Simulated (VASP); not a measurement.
A VASP calculation is set up with these files.

INCAR:
```
# general
SYSTEM  = Mg3ZnO4
PREC    = Accurate
ENCUT   = 520
LREAL   = .FALSE.   # projection in real space or not
LASPH   = .TRUE.

# electronic loop
EDIFF   = 1E-7   # SCF stop (eV)
NELM    = 100
ALGO    = Normal   # blocked Davidson
LMAXMIX = 4   # l cut-off of mixed one-centre charges

# smearing
ISMEAR  = -5   # tetrahedra, Bloechl

# functional
GGA     = PS

# ions
ISIF    = 2   # forces and stress, cell fixed

# output
LWAVE   = .FALSE.
LCHARG  = .TRUE.
LORBIT  = 11   # lm-projected
NEDOS   = 601   # DOS grid
```

**KPOINTS**
```
Regular mesh
0
gamma
 6 6 6
0 0 0
```

**POSCAR**
```
Mg3ZnO4
1
    4.2278473996     0.0000000000     0.0000000000
    0.0000000000     4.2278473996     0.0000000000
    0.0000000000     0.0000000000     4.2278473996
Mg Zn O
3 1 4
Direct
  0.0000000000   0.5000000000   0.5000000000
  0.5000000000   0.0000000000   0.5000000000
  0.5000000000   0.5000000000   0.0000000000
  0.0000000000   0.0000000000   0.0000000000
  0.5000000000   0.0000000000   0.0000000000
  0.0000000000   0.5000000000   0.0000000000
  0.0000000000   0.0000000000   0.5000000000
  0.5000000000   0.5000000000   0.5000000000
```

POTCAR, in this order: Mg Zn O (PBE.64 set). Program: vasp_std.

Problem. Write an equivalent input for Quantum ESPRESSO's pw.x.

Solution. One equivalent input (not run):
```
&CONTROL
  calculation = 'scf'
  pseudo_dir = './pseudo'
  outdir = './out'
  tprnfor = .true.
  tstress = .true.
/
&SYSTEM
  ibrav = 0
  nat = 8
  ntyp = 3
  ecutwfc = 84
  occupations = 'tetrahedra'
  input_dft = 'pbesol'
/
&ELECTRONS
  conv_thr = 7.3e-09
  electron_maxstep = 100
/
ATOMIC_SPECIES
  Mg 24.305 Mg.upf
  Zn 65.380 Zn.upf
  O 15.999 O.upf
CELL_PARAMETERS angstrom
     4.2278474    0.0000000    0.0000000
     0.0000000    4.2278474    0.0000000
     0.0000000    0.0000000    4.2278474
ATOMIC_POSITIONS crystal
  Mg   0.0000000  0.5000000  0.5000000
  Mg   0.5000000  0.0000000  0.5000000
  Mg   0.5000000  0.5000000  0.0000000
  Zn   0.0000000  0.0000000  0.0000000
  O    0.5000000  0.0000000  0.0000000
  O    0.0000000  0.5000000  0.0000000
  O    0.0000000  0.0000000  0.5000000
  O    0.5000000  0.5000000  0.5000000
K_POINTS automatic
  6 6 6 0 0 0
```
The two are equivalent in intent, not identical: the potentials are each code's own (VASP's PAW set, PseudoDojo norm-conserving files in pw.x), so ENCUT and ecutwfc are chosen apart and not converted; conv_thr bounds pw.x's estimated SCF error, while EDIFF bounds the energy change between steps.

The structure comes from a computed database's Mg3ZnO4 entry (Pm-3m); how it stands against other phases isn't given here. It was relaxed first.
